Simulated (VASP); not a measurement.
MoS2:

```
Mo S
1.0
     3.16100    0.00000    0.00000
    -1.58050    2.73751    0.00000
     0.00000    0.00000   15.98350
Mo S
2 4
Direct
  0.33333 0.66667 0.25000
  0.66667 0.33333 0.75000
  0.66667 0.33333 0.34791
  0.66667 0.33333 0.15209
  0.33333 0.66667 0.84791
  0.33333 0.66667 0.65209
```

The cell was built by a generator and needn't be a form met in nature.

Base run:

| Item | Value |
| --- | --- |
| Program | VASP 6.6.1 |
| Functional | optB86b-vdW |
| Potentials or basis | VASP PAW PBE potentials, release 64 (Mo_sv, S) |
| Cutoff | 520 eV |
| k mesh | 8 × 8 × 2 |
| Occupations | fermi-dirac, width 0.05 eV |
| Spin | no spin polarisation |

Its results: band gap on the k mesh 1.86 eV, indirect (least direct gap 2.05 eV); pressure 0.2 GPa; largest force 0.142 eV/Å.

Q: The run is repeated on the same cell with these changes: functional from optB86b-vdW to PBEsol. What comes out?

A: Band gap on the k mesh 1.88 eV, indirect (least direct gap 2.06 eV); pressure -2.0 GPa; largest force 0.255 eV/Å.

Caveats: the PAW data sets were made with another functional, which shifts forces and pressure a little; this functional lacks dispersion, which binds the layers, so the pressure and a relaxed spacing across them are unreliable (some runs).

A k mesh can miss the band edges.
